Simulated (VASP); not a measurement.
Here is the system:

```
LiH
1.0
    0.00000     1.95058     1.95058
    1.95058     0.00000     1.95058
    1.95058     1.95058     0.00000
Li H
1 1
Direct
  0.00000   0.00000   0.00000
  0.50000   0.50000   0.50000
```

All values below come from SCAN meta-GGA, VASP's PBE PAW potentials (set 64) (plane waves; VASP). Numerical set-up: 520 eV cut-off, 11×11×11 Γ-centred mesh, Gaussian smearing of 0.050 eV, potentials Li_sv H.

Q: Give the stress tensor in GPa (positive for a compressed cell).

A: 
```
2.35  0.00  0.00
0.00  2.35  0.00
0.00  0.00  2.35
```
The pressure is its mean diagonal, 2.35 GPa.

The compound is LiH in the rock salt structure. This cell is one point of a volume scan, at 0.94 of the reference volume.
